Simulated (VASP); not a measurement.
```xyz
5
Lattice="5.1950 0.0000 0.0000 0.0000 5.1950 0.0000 0.0000 0.0000 5.1950" Properties=species:S:1:pos:R:3 pbc="T T T"
Sr     0.0000     2.5975     2.5975
Sr     2.5975     0.0000     2.5975
Sr     2.5975     2.5975     0.0000
Sb     0.0000     0.0000     0.0000
N      2.5975     2.5975     2.5975
```

Computed with PBEsol GGA, VASP's PBE PAW potentials (set 64) (plane waves; VASP). Run with 400 eV cut-off, 5×5×5 Γ-centred mesh, Fermi-Dirac smearing of 0.020 eV, potentials Sr_sv Sb N.

At this cut-off the stress carries a Pulay error, which pulls relaxed volumes low.

Problem. Give the stress tensor in GPa (positive for a compressed cell).

Solution. 
```
-1.98   0.00   0.00
 0.00  -1.98   0.00
 0.00   0.00  -1.98
```
The pressure is its mean diagonal, -1.98 GPa.

The structure comes from a computed database's Sr3SbN entry; how it stands against other phases isn't given here. The cell was not relaxed at this level.
